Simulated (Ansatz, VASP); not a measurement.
## Cross-check of Ga between VASP and Ansatz

One calculation is typed for both programs; each brings its own data sets. How far apart do they land? The structure shown is frame 100 of Ansatz's trajectory.

Program: Ansatz 0.2.0. Level of theory: plane waves, with VASP 6.6.1 beside it; single point at PBE. Results are calculated unless marked as measured.

## 1. The structure

The cell holds 76 atoms: 76 Ga. Cell: a = 11.378 Å, b = 11.378 Å, c = 11.378 Å, α = 90.0°, β = 90.0°, γ = 90.0°. As first built, before any earlier steps moved the atoms (in the runner's words): 76 atoms (76 Ga) placed at random at 5.974 g/cm^3 and pushed apart to contact distance.

## 2. Ansatz: dynamics, PBE

Ansatz runs on its default PAW (the set named soft_2) files.

One frame of this run of dynamics is then solved in both programs, so the motion causes no difference.

File input.yaml:

```yaml
crystal:
  lattice:
    - [11.3778, 0.0, 0.0]
    - [0.0, 11.3778, 0.0]
    - [0.0, 0.0, 11.3778]
  atoms:
    - { symbol: Ga, position: [0.99431, 0.48526, 0.04748] }
    - { symbol: Ga, position: [0.04746, 0.55703, 0.3786] }
    - { symbol: Ga, position: [0.86891, 0.24284, 0.87843] }
    - { symbol: Ga, position: [0.49163, 0.90815, 0.50313] }
    - { symbol: Ga, position: [0.43881, 0.79694, 0.96633] }
    - { symbol: Ga, position: [0.31511, 0.97034, 0.93987] }
    - { symbol: Ga, position: [0.12044, 0.54657, 0.65323] }
    - { symbol: Ga, position: [0.94444, 0.67691, 0.15836] }
    - { symbol: Ga, position: [0.465, 0.45332, 0.50133] }
    - { symbol: Ga, position: [0.99541, 0.35131, 0.22142] }
    - { symbol: Ga, position: [0.61614, 0.66468, 0.96833] }
    - { symbol: Ga, position: [0.48904, 0.29791, 0.01138] }
    - { symbol: Ga, position: [0.46142, 0.70029, 0.45984] }
    - { symbol: Ga, position: [0.24687, 0.75949, 0.79541] }
    - { symbol: Ga, position: [0.23904, 0.45783, 0.35716] }
    - { symbol: Ga, position: [0.17803, 0.19876, 0.9733] }
    - { symbol: Ga, position: [0.97379, 0.33332, 0.71472] }
    - { symbol: Ga, position: [0.04924, 0.91443, 0.55361] }
    - { symbol: Ga, position: [0.80189, 0.25887, 0.30606] }
    - { symbol: Ga, position: [0.3278, 0.037, 0.45265] }
    - { symbol: Ga, position: [0.5578, 0.96764, 0.91444] }
    - { symbol: Ga, position: [0.36758, 0.28853, 0.82415] }
    - { symbol: Ga, position: [0.08998, 0.37564, 0.88993] }
    - { symbol: Ga, position: [0.91613, 0.20659, 0.08446] }
    - { symbol: Ga, position: [0.75809, 0.6079, 0.23898] }
    - { symbol: Ga, position: [0.50268, 0.08181, 0.69733] }
    - { symbol: Ga, position: [0.55168, 0.69701, 0.17029] }
    - { symbol: Ga, position: [0.64896, 0.34687, 0.47276] }
    - { symbol: Ga, position: [0.31087, 0.58862, 0.56402] }
    - { symbol: Ga, position: [0.63095, 0.05333, 0.26481] }
    - { symbol: Ga, position: [0.08284, 0.38362, 0.49972] }
    - { symbol: Ga, position: [0.12227, 0.70765, 0.51167] }
    - { symbol: Ga, position: [0.47891, 0.50156, 0.94492] }
    - { symbol: Ga, position: [0.59248, 0.11753, 0.06384] }
    - { symbol: Ga, position: [0.66483, 0.26723, 0.67454] }
    - { symbol: Ga, position: [0.50805, 0.41376, 0.72131] }
    - { symbol: Ga, position: [0.18105, 0.26452, 0.28463] }
    - { symbol: Ga, position: [0.46242, 0.8562, 0.758] }
    - { symbol: Ga, position: [0.83995, 0.64489, 0.97379] }
    - { symbol: Ga, position: [0.27253, 0.45084, 0.97366] }
    - { symbol: Ga, position: [0.34602, 0.56252, 0.78804] }
    - { symbol: Ga, position: [0.32724, 0.80063, 0.60089] }
    - { symbol: Ga, position: [0.63855, 0.58284, 0.48848] }
    - { symbol: Ga, position: [0.11703, 0.89378, 0.96972] }
    - { symbol: Ga, position: [0.83429, 0.40053, 0.56636] }
    - { symbol: Ga, position: [0.76668, 0.05436, 0.85849] }
    - { symbol: Ga, position: [0.0635, 0.02648, 0.17197] }
    - { symbol: Ga, position: [0.00646, 0.19163, 0.5571] }
    - { symbol: Ga, position: [0.95343, 0.99325, 0.76323] }
    - { symbol: Ga, position: [0.75525, 0.43801, 0.76755] }
    - { symbol: Ga, position: [0.30713, 0.99189, 0.69916] }
    - { symbol: Ga, position: [0.31633, 0.77474, 0.14096] }
    - { symbol: Ga, position: [0.9088, 0.72303, 0.36475] }
    - { symbol: Ga, position: [0.61597, 0.76377, 0.60154] }
    - { symbol: Ga, position: [0.85767, 0.45945, 0.35747] }
    - { symbol: Ga, position: [0.36239, 0.26662, 0.47679] }
    - { symbol: Ga, position: [0.82891, 0.78385, 0.61716] }
    - { symbol: Ga, position: [0.85082, 0.99295, 0.57492] }
    - { symbol: Ga, position: [0.13382, 0.67581, 0.05619] }
    - { symbol: Ga, position: [0.6648, 0.03159, 0.47546] }
    - { symbol: Ga, position: [0.94327, 0.01944, 0.97583] }
    - { symbol: Ga, position: [0.25545, 0.88631, 0.3183] }
    - { symbol: Ga, position: [0.35998, 0.1363, 0.06808] }
    - { symbol: Ga, position: [0.75001, 0.78252, 0.11148] }
    - { symbol: Ga, position: [0.65477, 0.23507, 0.88699] }
    - { symbol: Ga, position: [0.14507, 0.58319, 0.8631] }
    - { symbol: Ga, position: [0.54147, 0.64931, 0.76689] }
    - { symbol: Ga, position: [0.67972, 0.84806, 0.30319] }
    - { symbol: Ga, position: [0.94236, 0.52021, 0.83252] }
    - { symbol: Ga, position: [0.73387, 0.8248, 0.88776] }
    - { symbol: Ga, position: [0.03647, 0.89639, 0.3403] }
    - { symbol: Ga, position: [0.79701, 0.19659, 0.51131] }
    - { symbol: Ga, position: [0.13169, 0.71909, 0.26622] }
    - { symbol: Ga, position: [0.46488, 0.84382, 0.3003] }
    - { symbol: Ga, position: [0.78763, 0.43715, 0.98352] }
    - { symbol: Ga, position: [0.66876, 0.9462, 0.70132] }
kpoints:
  mp_grid: { grid: [1, 1, 1] }
hamiltonian:
  xc: pbe
scf:
  occupations: { method: fermi_dirac, width: 0.05 }
output:
  forces: true
  stress: true
md:
  timestep: 5.0
  n_steps: 300
  ensemble: nvt_nose_hoover
  temperature: 973
  initial_velocities: maxwell_boltzmann
  seed: 7
  temperature_schedule:
    - { n_steps: 37, end_temperature: 973 }
    - { n_steps: 37, end_temperature: 473 }
```

Command:

```
> ansatz run input.yaml --threads 8 --pin off --max-ram 15360MiB --backend cpu --events-out ev --progress --plain --runs-dir out
```

Numbers of over 12 decimals in the logs are rounded to 6 here.

Output:

```text
Warning: md: disabling space-group detection — thermal motion breaks the input geometry's symmetry, so no spatial operation reduces the k-mesh or symmetrises the density; time reversal is kept, so that k and −k are solved as one point where they differ and the mesh holds both, and exact exchange and, on two spinor components, a DFT+U term hold to it where the run has them: on two components no moment then forms, and  [...]
Warning: output.stress: scf.convergence.dr2_threshold = 7.6e-8 eV (the default of an md: trajectory) is looser than the 7.6e-9 eV advised for a printed stress (1e-10 eV for each atom of the cell: 76). What an SCF threshold leaves in a stress goes as its square root, and in the free energy as the threshold itself, and one threshold admits the most on a small cell: [figures from the program's tests cut] Set scf.converg [...]
Engine: ansatz 0.2.0, aarch64-unknown-linux-gnu
Pseudopotentials: kind: paw
Pseudopotential: Ga, paw, valence charge 13, recommended cutoff 420 eV (normal), Ga.paw.azcp
Functional definition: PBE
  parameter kappa = 0.804
  parameter beta = 0.066725
  exchange = pbe_x(kappa = kappa, mu = beta*pi^2/3)
  correlation = pbe_c(beta = beta)
Crystal: 76 atoms, lattice volume = 1472.906 Å³
Basis set: ecut = 420 eV, 28671 PW (Γ), exchange–correlation on 160×160×160 points (8 copies of the dense FFT grid, shifted against one another)
Bands: 593, of which v1, the nominal top of the filled ones, is band 494 counted from 1 (493 counted from 0)
Symmetry: 1 space group operations
k-points: 1
Non-local potential: Ga, projectors of the file, l = 0: 2, l = 1: 2, l = 2: 3, l = 3: 1
PAW form: soft (Blöchl's): semilocal exchange-correlation on the pseudo side does not see the compensation charge
PAW one-centre angular grid: Ga, 590 points (default); XC on 64 Gauss nodes
Initial density: superposition of atomic densities (neutral atoms: chi_scale 0, normalization atom), corrected by the library's trained network
Initial wavefunctions: pseudopotential atomic-orbital guess
Functional: x = pbe(κ = 0.804, μ = 0.219515), c = pbe(β = 0.066725)
SCF iter   1: F=—  HF=-287473.339431 eV  |F-HF|=—  |Δ(HF+E_count)|=         —  Δρ=5.16e-3  dr2=2.01e0  ethr=1.77e-3  ⟨swp⟩=6.0  Hψ=2103  notcnv=0
preconditioner: auto → LDOS  [metal: Δε(μ)=0.055 eV  Ē_g=15.807 eV  σ=0.050 eV  W_gap=0.27  n_scr=436 (ndim 8)  ℏωp=30.4 eV  f_vac=0.069  D(μ)=33.14/eV (n_scr^D=202)  β→1.0]
SCF iter   2: F=—  HF=-287473.091976 eV  |F-HF|=—  |Δ(HF+E_count)|=   2.47e-1  Δρ=2.94e-3  dr2=2.93e-1  ethr=2.03e-4  ⟨swp⟩=2.0  Hψ=767  notcnv=0  defer=70
SCF iter   3: F=—  HF=-287473.043462 eV  |F-HF|=—  |Δ(HF+E_count)|=   4.85e-2  Δρ=1.14e-3  dr2=7.68e-2  ethr=2.96e-5  ⟨swp⟩=2.0  Hψ=1044  notcnv=0  defer=70
SCF iter   4: F=—  HF=-287473.031688 eV  |F-HF|=—  |Δ(HF+E_count)|=   1.18e-2  Δρ=4.17e-4  dr2=1.06e-2  ethr=7.77e-6  ⟨swp⟩=2.0  Hψ=1012  notcnv=0  defer=70
SCF iter   5: F=—  HF=-287473.030386 eV  |F-HF|=—  |Δ(HF+E_count)|=   1.30e-3  Δρ=1.75e-4  dr2=9.92e-4  ethr=1.08e-6  ⟨swp⟩=2.0  Hψ=1018  notcnv=0  defer=70
SCF iter   6: F=—  HF=-287473.030214 eV  |F-HF|=—  |Δ(HF+E_count)|=   1.72e-4  Δρ=6.11e-5  dr2=1.63e-4  ethr=1.00e-7  ⟨swp⟩=2.0  Hψ=1019  notcnv=0  defer=70
SCF iter   7: F=—  HF=-287473.030194 eV  |F-HF|=—  |Δ(HF+E_count)|=   1.96e-5  Δρ=2.57e-5  dr2=2.40e-5  ethr=1.65e-8  ⟨swp⟩=2.0  Hψ=1012  notcnv=0  defer=70
SCF iter   8: F=—  HF=-287473.030065 eV  |F-HF|=—  |Δ(HF+E_count)|=   1.29e-4  Δρ=9.42e-6  dr2=3.84e-6  ethr=2.43e-9  ⟨swp⟩=2.0  Hψ=680  notcnv=0  defer=70
SCF iter   9: F=—  HF=-287473.030065 eV  |F-HF|=—  |Δ(HF+E_count)|=   1.92e-7  Δρ=3.61e-6  dr2=3.44e-7  ethr=3.88e-10  ⟨swp⟩=3.0  Hψ=1127  notcnv=0  defer=70
SCF iter  10: F=-287473.030065 eV  HF=-287473.030065 eV  |F-HF|=6.24e-8  |Δ(HF+E_count)|=   2.57e-8  Δρ=1.65e-6  dr2=6.98e-8  ethr=7.69e-12  ⟨swp⟩=4.0  Hψ=2083  notcnv=0
SCF 1 converged in 10 iterations: F = -287473.030065 eV  dr2 = 6.98e-8
[...]
md step   288: t =  1440.00 fs  T =   458.3 K (target 473.0 K)  F+E_penalty+E_count = -287498.56607494 eV  E_kin = 4.442759 eV  conserved = -287463.65728393 eV  P_inst = 4.5269 GPa  (4 SCF iters)
md step   289: t =  1445.00 fs  T =   453.9 K (target 473.0 K)  F+E_penalty+E_count = -287498.51890469 eV  E_kin = 4.400137 eV  conserved = -287463.65692649 eV  P_inst = 4.5465 GPa  (4 SCF iters)
md step   290: t =  1450.00 fs  T =   450.1 K (target 473.0 K)  F+E_penalty+E_count = -287498.47687522 eV  E_kin = 4.363322 eV  conserved = -287463.65680557 eV  P_inst = 4.5656 GPa  (9 SCF iters)
md step   291: t =  1455.00 fs  T =   447.1 K (target 473.0 K)  F+E_penalty+E_count = -287498.44202286 eV  E_kin = 4.334554 eV  conserved = -287463.65689622 eV  P_inst = 4.5831 GPa  (5 SCF iters)
md step   292: t =  1460.00 fs  T =   444.9 K (target 473.0 K)  F+E_penalty+E_count = -287498.41314687 eV  E_kin = 4.312867 eV  conserved = -287463.65711438 eV  P_inst = 4.5984 GPa  (4 SCF iters)
md step   293: t =  1465.00 fs  T =   443.1 K (target 473.0 K)  F+E_penalty+E_count = -287498.38704579 eV  E_kin = 4.295286 eV  conserved = -287463.65734833 eV  P_inst = 4.6116 GPa  (4 SCF iters)
md step   294: t =  1470.00 fs  T =   441.3 K (target 473.0 K)  F+E_penalty+E_count = -287498.36018274 eV  E_kin = 4.278475 eV  conserved = -287463.65749566 eV  P_inst = 4.6230 GPa  (4 SCF iters)
md step   295: t =  1475.00 fs  T =   439.5 K (target 473.0 K)  F+E_penalty+E_count = -287498.33026285 eV  E_kin = 4.260294 eV  conserved = -287463.65748584 eV  P_inst = 4.6325 GPa  (4 SCF iters)
md step   296: t =  1480.00 fs  T =   437.5 K (target 473.0 K)  F+E_penalty+E_count = -287498.29733447 eV  E_kin = 4.240907 eV  conserved = -287463.65729116 eV  P_inst = 4.6400 GPa  (4 SCF iters)
md step   297: t =  1485.00 fs  T =   435.6 K (target 473.0 K)  F+E_penalty+E_count = -287498.26425550 eV  E_kin = 4.223257 eV  conserved = -287463.65692142 eV  P_inst = 4.6446 GPa  (4 SCF iters)
md step   298: t =  1490.00 fs  T =   434.6 K (target 473.0 K)  F+E_penalty+E_count = -287498.23655324 eV  E_kin = 4.212928 eV  conserved = -287463.65641720 eV  P_inst = 4.6450 GPa  (5 SCF iters)
md step   299: t =  1495.00 fs  T =   435.0 K (target 473.0 K)  F+E_penalty+E_count = -287498.22173948 eV  E_kin = 4.217451 eV  conserved = -287463.65585832 eV  P_inst = 4.6397 GPa  (4 SCF iters)
[...]
md step   300: t =  1500.00 fs  T =   437.9 K (target 473.0 K)  F+E_penalty+E_count = -287498.22804419 eV  E_kin = 4.245014 eV  conserved = -287463.65536502 eV  P_inst = 4.6270 GPa  (7 SCF iters)
SCF converged after 7 iterations
Free energy (F): -287498.228044 eV
Harris-Foulkes:  -287498.228044 eV  (|F-HF|=1.11e-8)
Internal energy: -287498.054697 eV  (E = F + TS)
E sigma→0 (E₀):  -287498.141371 eV
Entropy (-TS):   -0.173347 eV (-2.281 meV/atom)
Fermi energy:    9.474337 eV
--- Per-component energies (eV) ---
  E_band       = -3165.856092
  E_kinetic    = 8768.560449
  E_local      = -142649.006254  (includes V_loc(G=0)·N_el)
  E_nonlocal   = 32073.775796
  E_hartree    = 66944.551953
  E_xc         = -5294.362996
  E_vxc        = -4448.708475  (∫ρ·V_xc dr)
  E_paw        = -150884.835554  (= ΣΔE_a)
  E_vpaw       = -30799.582532  (= ΣTr[D̂ρ^β])
  E_aug_tail   = -0.008506  (compensation charges beyond the density's cutoff)
  E_ewald      = -96456.729585
  E_smearing   = -0.173347  (= −TS)
  E_closure    = -0.000000  (closes the sum)
  Σ components = -287498.228044   (vs F -287498.228044, Δ=0.00e0)
--- Forces (eV/Å), atoms counted from 1 ---
  atom   1  Ga     0.10796859     0.27475325    -0.22934876
  atom   2  Ga     0.37381759     0.49931220    -0.21827943
  atom   3  Ga    -0.51493214    -0.01172497     0.16443289
  atom   4  Ga    -0.22497169     0.94689261    -0.61204131
  atom   5  Ga    -0.02952858     0.29874886    -0.21192877
  atom   6  Ga    -0.27675169     0.01874332     0.60936974
  atom   7  Ga    -0.06024336     0.06505947     0.57988843
  atom   8  Ga     0.72905693     0.09467415    -0.51059082
  atom   9  Ga    -0.07727059    -0.02894360     0.08033909
  atom  10  Ga    -0.54392481     0.07830864    -0.37686885
  atom  11  Ga    -0.36425039    -0.09612806    -0.36643387
  atom  12  Ga    -0.05355119    -0.26053204     0.31563138
  atom  13  Ga     0.06395392    -0.34854245     0.22667459
  atom  14  Ga    -0.16843420    -0.19785469    -0.03897794
  atom  15  Ga     0.32872861     0.16601918    -1.03366870
  atom  16  Ga    -0.35764086     1.00595532    -0.68252869
  atom  17  Ga     0.32257955    -0.24238257     0.53327020
  atom  18  Ga    -0.62335953    -0.03103465     0.01614529
  atom  19  Ga     0.30451425    -0.16820508     0.17232489
  atom  20  Ga    -0.22449461    -0.16680237    -0.04401136
  atom  21  Ga    -0.23259410     0.14612628    -0.43355635
  atom  22  Ga     0.34134499    -0.22486775    -0.48923510
  atom  23  Ga    -0.06182036     0.24407587    -0.04639525
  atom  24  Ga     0.79538681     0.42317958     0.20084330
[...]
atom  69  Ga    -0.08936853    -0.70837127    -0.16309800
  atom  70  Ga     0.12370386    -0.05761073     0.01902391
  atom  71  Ga     0.38926584     0.46636708     0.43271947
  atom  72  Ga    -0.15894123    -0.40813302    -0.23657253
  atom  73  Ga    -0.29154683    -0.25467878     1.07300276
  atom  74  Ga     0.16154996     0.09787848    -0.20848005
  atom  75  Ga    -0.48106977    -0.05886406    -0.08438167
  atom  76  Ga    -0.60006463    -0.28526873    -0.14572228
  max |Σ_I F_I| component: 1.78e-5 eV/Å
--- Stress (GPa, compression-positive) ---
        4.901543       0.436304      -0.105885
        0.436304       4.212696       0.274436
       -0.105885       0.274436       3.830819
  P = ⅓ Tr σ = 4.3150 GPa (43.150 kbar)
--- MD trajectory: 300 steps, t = 0.0 → 1500.0 fs ---
  final state: T = 437.9 K   F+E_penalty+E_count = -287498.22804419 eV   E_kin = 4.245014 eV
  conserved energy: peak-to-peak 7.665e-2 eV (1.009e-3 eV/atom) over 1500.0 fs
```

The column dr2 measures how far the density is from self-consistency, as an energy; F and HF (Harris–Foulkes) agree once it is small.

(Part 1 of 2 ends here.)

[Lines on the potential files, build, host, timing and source positions are cut from VASP's logs without a mark.]

[Logs are printed without paths, hosts, clocks, repeated set-up lines and the standing remarks that a program may print on its own settings, such as how far it seeks lower states.]

[Hosts, paths, dates, database ids (printed as entryN), source tags and the programs' standing remarks are cut or masked in the printed files.]
